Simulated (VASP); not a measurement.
```
K
1.0
   -2.75880     2.75880     2.75880
    2.75880    -2.75880     2.75880
    2.75880     2.75880    -2.75880
K
1
Direct
  0.00000   0.00000   0.00000
```

Method: PBE GGA, VASP's PBE PAW potentials (set 64) (plane waves; VASP). Run with 300 eV cut-off, 11×11×11 Γ-centred mesh, Gaussian smearing of 0.10 eV, potentials K_sv.

Question: Give the energies of bands 5 to 7 at the high-symmetry points, in eV from the Fermi level.

Answer: 
```csv
band,Γ,H,N,P
5,-2.00,1.70,0.41,1.39
6,4.12,1.70,0.60,1.39
7,4.12,3.12,3.08,1.39
```

It has no gap at this level: it comes out as a metal or semimetal.

The structure comes from a computed database's K entry; how it stands against other phases isn't given here. The cell was not relaxed at this level.
